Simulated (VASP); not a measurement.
```
HgLu3
1.0
    4.61995     0.00000     0.00000
    0.00000     4.61995     0.00000
    0.00000     0.00000     4.61995
Lu Hg
3 1
Direct
  0.00000   0.50000   0.50000
  0.50000   0.00000   0.50000
  0.50000   0.50000   0.00000
  0.00000   0.00000   0.00000
```

All values below come from PBEsol GGA, VASP's PBE PAW potentials (set 64) (plane waves; VASP). Run with 400 eV cut-off, 8×8×8 Γ-centred mesh, tetrahedra with Blöchl corrections, potentials Lu_3 Hg.

Question: The job: Lu$_{3}$Hg (space group Pm-3m), 4 atoms, PBEsol, static run, 400 eV, 8×8×8 Γ-centred mesh. Roughly how much core time does it take on a busy server core?

Answer: About 2 core-minutes (one run on a shared machine, a rough figure). It had 35 irreducible k-points, 23 bands, up to 1856 plane waves and 16 electronic steps.

The structure comes from a computed database's Lu3Hg entry (Pm-3m); how it stands against other phases isn't given here. It was relaxed first, which changed the volume by -6 %.
